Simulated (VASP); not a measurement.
WSe2:

```
CELL_PARAMETERS angstrom
3.29000 0.00000 0.00000
-1.64500 2.84922 0.00000
0.00000 0.00000 12.97000
ATOMIC_POSITIONS crystal
W 0.33333 0.66667 0.25000
W 0.66667 0.33333 0.75000
Se 0.33333 0.66667 0.62100
Se 0.66667 0.33333 0.12100
Se 0.33333 0.66667 0.87900
Se 0.66667 0.33333 0.37900
```

- Program: VASP 6.6.1
- Task: relaxation of cell and atoms
- Functional: LDA
- Potentials or basis: VASP PAW LDA potentials, release 64 (W_sv, Se)
- Cutoff: 600 eV
- k mesh: 9 × 9 × 2
- Occupations: gaussian, width 0.03 eV
- Spin: no spin polarisation

At the start: pressure -3.3 GPa; volume 20.26 Å³/atom.

Task: How do energy, volume and symmetry change on relaxing?

Result: Over 11 steps the energy falls by 5.4 meV/atom and the volume is 19.62 Å³/atom (-3.2 %); space group P6_3/mmc (No. 194, to 0.05 Å).

The path:
| step | energy change (eV) | largest force (eV/Å) | pressure (GPa) | volume (Å³) |
| --- | --- | --- | --- | --- |
| 1 | 0.0000 | 0.2611 | -3.28 | 121.58 |
| 2 | 0.0947 | 1.0276 | 7.47 | 114.42 |
| 3 | -0.0273 | 0.1251 | -0.14 | 119.22 |
| 4 | -0.0273 | 0.1335 | -0.08 | 119.17 |
| 5 | -0.0312 | 0.0314 | -0.03 | 118.66 |
| 6 | -0.0311 | 0.0279 | -0.03 | 118.64 |
| 7 | -0.0314 | 0.0212 | -0.04 | 118.58 |
| 8 | -0.0319 | 0.0030 | -0.13 | 118.39 |
| 9 | -0.0322 | 0.0332 | -0.30 | 118.00 |
| 10 | -0.0323 | 0.0269 | -0.24 | 117.93 |
| 11 | -0.0324 | 0.0058 | -0.05 | 117.69 |

Final structure:
```
CELL_PARAMETERS angstrom
3.25554 0.00000 0.00000
-1.62777 2.81938 0.00000
0.00000 0.00000 12.82275
ATOMIC_POSITIONS crystal
W 0.33333 0.66667 0.25000
W 0.66667 0.33333 0.75000
Se 0.33333 0.66667 0.61973
Se 0.66667 0.33333 0.11973
Se 0.33333 0.66667 0.88027
Se 0.66667 0.33333 0.38027
```
